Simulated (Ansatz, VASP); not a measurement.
# Two plane-wave programs on Zn3AsN

INCAR

```
  ALGO = Fast
  EDIFF = 1E-6
  ENCUT = 520
  GGA = PE
  ISIF = 2
  ISMEAR = 0
  LASPH = True
  LCHARG = True
  LELF = True
  LREAL = False
  LVHAR = True
  LWAVE = False
  NBANDS = 31
  NELM = 100
  PREC = Accurate
  SIGMA = 0.1
```

Contents of KPOINTS:

```
k-points
0
Gamma
  4 4 4
```

Contents of POSCAR:

```
Zn3AsN
1.0
    3.9437193550      0.0000000000      0.0000000000
    0.0000000000      3.9437193550      0.0000000000
    0.0000000000      0.0000000000      3.9437193550
Zn As N
3 1 1
Direct
    0.0000000000      0.5000000000      0.5000000000
    0.5000000000      0.0000000000      0.5000000000
    0.5000000000      0.5000000000      0.0000000000
    0.0000000000      0.0000000000      0.0000000000
    0.5000000000      0.5000000000      0.5000000000
```

Input for Ansatz:

```yaml
crystal:
  lattice:
    - [3.943719355, 0.0, 0.0]
    - [0.0, 3.943719355, 0.0]
    - [0.0, 0.0, 3.943719355]
  atoms:
    - { symbol: Zn, position: [0.0, 0.5, 0.5] }
    - { symbol: Zn, position: [0.5, 0.0, 0.5] }
    - { symbol: Zn, position: [0.5, 0.5, 0.0] }
    - { symbol: As, position: [0.0, 0.0, 0.0] }
    - { symbol: "N", position: [0.5, 0.5, 0.5] }
basis:
  ecutwfc: 420
kpoints:
  mp_grid: { grid: [4, 4, 4] }
hamiltonian:
  xc: pbe
scf:
  occupations: { method: gaussian, width: 0.1 }
output:
  forces: true
  stress: true
  eigenvalues: true
```

The cell comes from a database or a generator and needn't be the stable form of this composition.

Alike in both runs: task single point; functional PBE; k mesh 4 × 4 × 4; occupations gaussian, width 0.1 eV; no spin polarisation.

|  | VASP | Ansatz |
| --- | --- | --- |
| version | VASP 6.6.1 | Ansatz 0.2.0 |
| potentials or method | VASP PAW PBE potentials, release 64 (Zn, As, N) | scalar-relativistic, plane waves, PAW |
| plane-wave cutoff (eV) | 520 | 420 |
| valence electrons in the cell | 46 | 56 |

VASP gave:

| Quantity | Value |
| --- | --- |
| gap on the k mesh at the Fermi level (eV) | 0.83 |
| least direct gap on the mesh (eV) | 0.89 |
| pressure (GPa) | 26.0 |

**Question.** What did Ansatz give for the same quantities?

**Answer.** gap on the k mesh at the Fermi level (eV): 0.83; least direct gap on the mesh (eV): 0.89; pressure (GPa): 25.0.

The functional is the same, so the differences come from potentials, cutoffs and numerics. The two sets of potentials don't hold the same shells in valence.

Caveats: so large a pressure means that the cell lies far from this level's equilibrium, or that cutoff or potentials fall short (VASP). A k mesh can miss the band edges. Expect the measured gap to be larger: semilocal functionals such as PBE lack the derivative discontinuity.
